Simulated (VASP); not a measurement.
Input:

```xyz
4
Lattice="2.7401 0.0000 0.0000 -1.3700 2.3730 0.0000 0.0000 0.0000 8.8162" Properties=species:S:1:pos:R:3 pbc="T T T"
Ru     0.0000     0.0000     0.0000
Ru     0.0000     0.0000     4.4081
Ru     0.0000     1.5820     2.2040
Ru     1.3700     0.7910     6.6121
```

Method: LDA (Ceperley-Alder, Perdew-Zunger), VASP's LDA PAW potentials (set 64) (plane waves; VASP 6.6.1). Settings: 420 eV cut-off, 13×13×5 Γ-centred mesh, Gaussian smearing of 0.10 eV, potentials Ru_pv.

Energy and stress use the plane-wave basis of the starting cell.

Question: The ions, cell shape and volume are relaxed. Which structure does the run end with?

Answer: 
```xyz
4
Lattice="2.6656 0.0000 0.0000 -1.3328 2.3085 0.0000 0.0000 0.0000 8.5564" Properties=species:S:1:pos:R:3 pbc="T T T"
Ru     0.0000     0.0000     0.0000
Ru     0.0000     0.0000     4.2782
Ru     0.0000     1.5390     2.1391
Ru     1.3328     0.7695     6.4173
```
Space group P6_3/mmc (194), at a tolerance of 0.03 Å.

Question: How do energy and volume change from the first to the last step?

Answer: The energy (σ→0) changes by -101.1 meV/atom and the volume by -8.2 %, in 7 ionic steps.

```tsv
step	E(σ→0) (eV)	max force (eV/Å)	pressure (GPa)	volume (Å³)
1	-42.0231	0.000	-25.42	57.32
2	-37.1307	0.000	177.55	40.45
3	-42.4222	0.000	-3.32	53.14
4	-42.4269	0.000	-1.09	52.81
5	-42.4275	0.000	0.01	52.65
6	-42.4275	0.000	0.01	52.65
7	-42.4275	0.000	0.01	52.65
```

The structure was generated: Ru was put into an ordered model structure, which need not be its known phase. This run relaxes it. Symmetry was kept, so distortions that lower it aren't found. The run is one of a series of settings (EDIFF = 1E-09, EDIFFG = -0.005, ENCUT = 420, IBRION = 2, ISIF = 3, NSW = 50, KPOINTS 13×13×5 Γ-centred mesh against the base run), some of them coarse on purpose.
